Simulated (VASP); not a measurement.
These are LDA (Ceperley-Alder, Perdew-Zunger), VASP's LDA PAW potentials (set 64) (plane waves; VASP 6.6.1) values and carry that method's errors.

The input files of a VASP run:

KPOINTS:
```
kpoints
0
Gamma
 11 11 11
```

**POSCAR**
```
PdIn
6.5029350
  0.5000000095   0.0000000000   0.0000000000
  0.0000000000   0.5000000095   0.0000000000
  0.0000000000   0.0000000000   0.5000000095
In Pd
1 1
Cart
  0.2500000048   0.2500000048   0.2500000048
  0.0000000000   0.0000000000   0.0000000000
```

**INCAR**
```
ALGO=Normal
EDIFF=1E-7
ENCUT=520
ISIF=2
ISMEAR=1
LASPH=.True.
LCHARG=.False.
LMAXMIX=4
LREAL=.False.
LWAVE=.False.
NELM=100
PREC=Accurate
SIGMA=0.1
SYSTEM=PdIn
```

POTCAR, in this order: In_d Pd (LDA.64 set). Program: vasp_std.

Output of the run:

OSZICAR:
```
       N       E                     dE             d eps       ncg     rms          rms(c)
DAV:   1     0.160662582507E+03    0.16066E+03   -0.11480E+04  1695   0.201E+03
DAV:   2    -0.363962441186E+01   -0.16430E+03   -0.16050E+03  1785   0.408E+02
DAV:   3    -0.109058773083E+02   -0.72663E+01   -0.71799E+01  2044   0.930E+01
DAV:   4    -0.110433163366E+02   -0.13744E+00   -0.13735E+00  2079   0.120E+01
DAV:   5    -0.110498285846E+02   -0.65122E-02   -0.65122E-02  2496   0.240E+00    0.711E+00
DAV:   6    -0.108432507388E+02    0.20658E+00   -0.54545E-01  1960   0.107E+01    0.327E+00
DAV:   7    -0.107997783527E+02    0.43472E-01   -0.84185E-02  2329   0.558E+00    0.152E+00
DAV:   8    -0.107898664425E+02    0.99119E-02   -0.24415E-02  2016   0.149E+00    0.418E-01
DAV:   9    -0.107887403914E+02    0.11261E-02   -0.19562E-03  2184   0.822E-01    0.749E-02
DAV:  10    -0.107887152904E+02    0.25101E-04   -0.42169E-05  2324   0.100E-01    0.358E-02
DAV:  11    -0.107887129739E+02    0.23165E-05   -0.46905E-06  2001   0.224E-02    0.751E-03
DAV:  12    -0.107887129351E+02    0.38717E-07   -0.23169E-07  1967   0.541E-03
   1 F= -.10788713E+02 E0= -.10788255E+02  d E =-.137511E-02
```

File OUTCAR:
```
------------------------ aborting loop because EDIFF is reached ----------------------------------------
  FORCE on cell =-STRESS in cart. coord.  units (eV):
  Direction    XX          YY          ZZ          XY          YZ          ZX
  --------------------------------------------------------------------------------------
  Total       -0.9460788     -0.9460788     -0.9460788      0.0000000     -0.0000000     -0.0000000
  in kB      -44.0960442    -44.0960442    -44.0960442      0.0000000     -0.0000000     -0.0000000
  external PRESSURE =     -44.0960442 kB  Pullay stress =       0.0000000 kB
  volume of cell :       34.37
      direct lattice vectors                 reciprocal lattice vectors
     3.251467562  0.000000000  0.000000000     0.307553430  0.000000000  0.000000000
     0.000000000  3.251467562  0.000000000     0.000000000  0.307553430  0.000000000
     0.000000000  0.000000000  3.251467562     0.000000000  0.000000000  0.307553430
 POSITION                                       TOTAL-FORCE (eV/Angst)
 -----------------------------------------------------------------------------------
      1.62573      1.62573      1.62573         0.000000      0.000000      0.000000
      0.00000      0.00000      0.00000         0.000000      0.000000      0.000000
 -----------------------------------------------------------------------------------
    total drift:                                0.000000      0.000000     -0.000000
  FREE ENERGIE OF THE ION-ELECTRON SYSTEM (eV)
  ---------------------------------------------------
  free  energy   TOTEN  =       -10.7887129351 eV

  energy  without entropy=      -10.7873378293  energy(sigma->0) =      -10.78825457
```
(Selected blocks of OUTCAR.)

The compound is PdIn in the CsCl type structure. This cell is one point of a volume scan, at 1.03 of the reference volume. The electron count is odd and the run is not spin-polarised, which forces a metal.
